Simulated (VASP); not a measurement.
Data:

```
Cd
1.0
    1.49000    -2.58076     0.00000
    1.49000     2.58076     0.00000
    0.00000     0.00000     5.62000
Cd
2
Direct
  0.33333   0.66667   0.25000
  0.66667   0.33333   0.75000
```

All values below come from PBE GGA, VASP's PBE PAW potentials (set 64) (plane waves; VASP). Numerical set-up: 400 eV cut-off, 13×13×6 Γ-centred mesh, first-order Methfessel-Paxton smearing of 0.10 eV, potentials Cd.

**Question.** Give the stress tensor in GPa (positive for a compressed cell).

**Answer.** 
```
2.60  0.00  0.00
0.00  2.60  0.00
0.00  0.00  1.10
```
The pressure is its mean diagonal, 2.10 GPa.

The compound is Cd in the hcp structure. The cell was not relaxed at this level.
